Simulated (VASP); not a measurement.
Output of a VASP run:

**OSZICAR**
```
       N       E                     dE             d eps       ncg     rms          rms(c)
DAV:   1     0.523878681581E+02    0.52388E+02   -0.61669E+03  1058   0.880E+02
DAV:   2    -0.121711237031E+02   -0.64559E+02   -0.62336E+02  1094   0.263E+02
DAV:   3    -0.128528471782E+02   -0.68172E+00   -0.67613E+00  1190   0.270E+01
DAV:   4    -0.128546293891E+02   -0.17822E-02   -0.17821E-02  1135   0.140E+00
DAV:   5    -0.128546349766E+02   -0.55876E-05   -0.55875E-05  1196   0.859E-02    0.154E+01
DAV:   6    -0.121973631464E+02    0.65727E+00   -0.11271E+00  1100   0.131E+01    0.375E+00
DAV:   7    -0.121138532064E+02    0.83510E-01   -0.17889E-01  1169   0.469E+00    0.944E-01
DAV:   8    -0.121075647952E+02    0.62884E-02   -0.51392E-03  1061   0.104E+00    0.190E-01
DAV:   9    -0.121073826335E+02    0.18216E-03   -0.27758E-04  1175   0.191E-01    0.661E-02
DAV:  10    -0.121073902014E+02   -0.75679E-05   -0.94803E-06  1139   0.406E-02    0.102E-02
DAV:  11    -0.121073906245E+02   -0.42312E-06   -0.18728E-07   631   0.580E-03
   1 F= -.12107391E+02 E0= -.12106782E+02  d E =-.121724E-02
```

### OUTCAR
```
------------------------ aborting loop because EDIFF is reached ----------------------------------------
  FORCE on cell =-STRESS in cart. coord.  units (eV):
  Direction    XX          YY          ZZ          XY          YZ          ZX
  --------------------------------------------------------------------------------------
  Total       -0.9951440     -0.9951440     -0.9951440     -0.0000000     -0.0000000      0.0000000
  in kB     -102.0222410   -102.0222410   -102.0222410     -0.0000000     -0.0000000      0.0000000
  external PRESSURE =    -102.0222410 kB  Pullay stress =       0.0000000 kB
  volume of cell :       15.63
      direct lattice vectors                 reciprocal lattice vectors
    -1.575000000  1.575000000  1.575000000     0.000000000  0.317460317  0.317460317
     1.575000000 -1.575000000  1.575000000     0.317460317  0.000000000  0.317460317
     1.575000000  1.575000000 -1.575000000     0.317460317  0.317460317  0.000000000
 POSITION                                       TOTAL-FORCE (eV/Angst)
 -----------------------------------------------------------------------------------
      0.00000      0.00000      0.00000        -0.000000     -0.000000      0.000000
 -----------------------------------------------------------------------------------
    total drift:                                0.000000      0.000000     -0.000000
  FREE ENERGIE OF THE ION-ELECTRON SYSTEM (eV)
  ---------------------------------------------------
  free  energy   TOTEN  =       -12.1073906245 eV

  energy  without entropy=      -12.1061733877  energy(sigma->0) =      -12.10678201
```
(Selected blocks of OUTCAR.)

File POSCAR:
```
Mo
1
   -1.5750000000     1.5750000000     1.5750000000
    1.5750000000    -1.5750000000     1.5750000000
    1.5750000000     1.5750000000    -1.5750000000
Mo
1
Direct
  0.0000000000   0.0000000000   0.0000000000
```

### Question
Reconstruct the remaining input files.

### Answer
Several could match; the one computed here: the input of the run itself, LDA (Ceperley-Alder, Perdew-Zunger), plane waves, VASP's LDA PAW potentials (set 64).

**INCAR**
```
# general
SYSTEM =Mo
PREC   =Accurate
ENCUT  =300
LREAL  =F
LASPH  =T

# electronic loop
EDIFF  =1E-6
NELM   =100
ALGO   =Normal
LMAXMIX=4

# smearing
ISMEAR =0
SIGMA  =0.05

# ions
ISIF   =2

# output
LWAVE  =F
LCHARG =F
```

File KPOINTS:
```
Automatic mesh
0
Gamma
10 10 10
```

POTCAR, in this order: Mo_sv (LDA.64 set). Program: vasp_std.

At this cut-off the stress carries a Pulay error, which pulls relaxed volumes low.

The structure is a typed Mo crystal (Im-3m). The cell was not relaxed at this level. The run is one of a series of settings (GGA removed, POTCAR Mo_sv (LDA.64 set) against the base run), some of them coarse on purpose.
